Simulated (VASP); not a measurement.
A VASP calculation is set up with these files.

**INCAR**
```
# general
SYSTEM  = FeGe
PREC    = Accurate
ENCUT   = 500
LREAL   = .FALSE.   # projection in real space or not
LASPH   = .TRUE.

# electronic loop
EDIFF   = 1E-6   # SCF stop (eV)
NELM    = 100
ALGO    = Normal
LMAXMIX = 4   # l cut-off of mixed one-centre charges

# smearing
ISMEAR  = 1   # Methfessel-Paxton
SIGMA   = 0.1

# functional
GGA     = PS   # PBEsol

# spin
ISPIN   = 2
MAGMOM  = 4*1.1 4*-0.1

# ions
IBRION  = 2
NSW     = 40   # most ionic steps
ISIF    = 3
EDIFFG  = -0.02
PSTRESS = 50

# output
LWAVE   = .FALSE.
LCHARG  = .FALSE.
LORBIT  = 10
```

### POSCAR
```
FeGe
1
    4.5992778218     0.0000000000     0.0000000000
    0.0000000000     4.5992778218     0.0000000000
    0.0000000000     0.0000000000     4.5992778218
Fe Ge
4 4
Direct
  0.8637431919   0.6362568081   0.3637431919
  0.3637431919   0.8637431919   0.6362568081
  0.1362568081   0.1362568081   0.1362568081
  0.6362568081   0.3637431919   0.8637431919
  0.1580413879   0.3419586121   0.6580413879
  0.6580413879   0.1580413879   0.3419586121
  0.8419586121   0.8419586121   0.8419586121
  0.3419586121   0.6580413879   0.1580413879
```

File KPOINTS:
```
Automatic
0
Gamma
  7 7 7
0 0 0
```

POTCAR, in this order: Fe Ge_d (PBE.64 set). Program: vasp_std.

**Question.** Translate this PBEsol calculation to Ansatz.

**Answer.** One equivalent input (not run):
Ansatz 0.2 input:
```yaml
crystal:
  lattice:
    - [4.5992778, 0.0000000, 0.0000000]
    - [0.0000000, 4.5992778, 0.0000000]
    - [0.0000000, 0.0000000, 4.5992778]
  atoms:
    - { symbol: Fe, position: [0.8637432, 0.6362568, 0.3637432], spin: 1.1 }
    - { symbol: Fe, position: [0.3637432, 0.8637432, 0.6362568], spin: 1.1 }
    - { symbol: Fe, position: [0.1362568, 0.1362568, 0.1362568], spin: 1.1 }
    - { symbol: Fe, position: [0.6362568, 0.3637432, 0.8637432], spin: 1.1 }
    - { symbol: Ge, position: [0.1580414, 0.3419586, 0.6580414], spin: -0.1 }
    - { symbol: Ge, position: [0.6580414, 0.1580414, 0.3419586], spin: -0.1 }
    - { symbol: Ge, position: [0.8419586, 0.8419586, 0.8419586], spin: -0.1 }
    - { symbol: Ge, position: [0.3419586, 0.6580414, 0.1580414], spin: -0.1 }
kpoints:
  mp_grid: { grid: [7, 7, 7] }
hamiltonian:
  xc: pbesol
  pseudopotentials: { kind: paw }
magnetization: { spin_polarized: true }
scf:
  occupations: { method: methfessel_paxton, width: 0.1 }
  max_iter: 100
relax:
  max_steps: 40
  f_tol: 0.02
  cell: { p_target: 5 }
output: { forces: true, stress: true, eigenvalues: true }
```
The two are equivalent in intent, not identical: each code has its own PAW files, so the cut-off isn't converted (ENCUT is set for VASP's; basis.ecutwfc is left out, and Ansatz then takes the one that its files recommend); Ansatz stops its SCF on the density residual and VASP on the energy change (EDIFF).

The compound is FeGe in the B20 structure. This run relaxes it under an external pressure of 5 GPa. Symmetry was kept, so distortions that lower it aren't found.
